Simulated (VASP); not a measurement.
Shape and ions are relaxed at each volume.

Consider the following.

AuCu is modelled in the tetragonal space group P4/mmm (No. 123), Pearson symbol tP2. Cell: a = b = 2.8615 Å, c = 3.7854 Å, α = β = γ = 90.00°. Cu on 1a has 8 Au at 2.771 Å and 4 Cu at 2.861 Å (cuboctahedral). Au on 1d sees 8 Cu at 2.771 Å and 4 Au at 2.861 Å (cuboctahedral). (Neighbours: up to the widest gap in distance over summed covalent radii, below 1.35, at either atom.)

These are RPBE GGA, VASP's PBE PAW potentials (set 64) (plane waves; VASP) values and carry that method's errors. Numerical set-up: 520 eV cut-off, 13×13×10 Γ-centred mesh, first-order Methfessel-Paxton smearing of 0.10 eV, potentials Cu Au.

Q: Give the energy at these volumes per atom, relative to the lowest: 14.55, 15.02, 15.48, 15.95, 16.41 Å³.

A: 25.2, 6.0, 0.0, 4.6, 17.8 meV/atom. A third-order Birch-Murnaghan fit gives B0 = 121 GPa and B0′ = 5.9.

The compound is CuAu in the L1_0 structure. It was relaxed first, which changed the volume by +8 %.
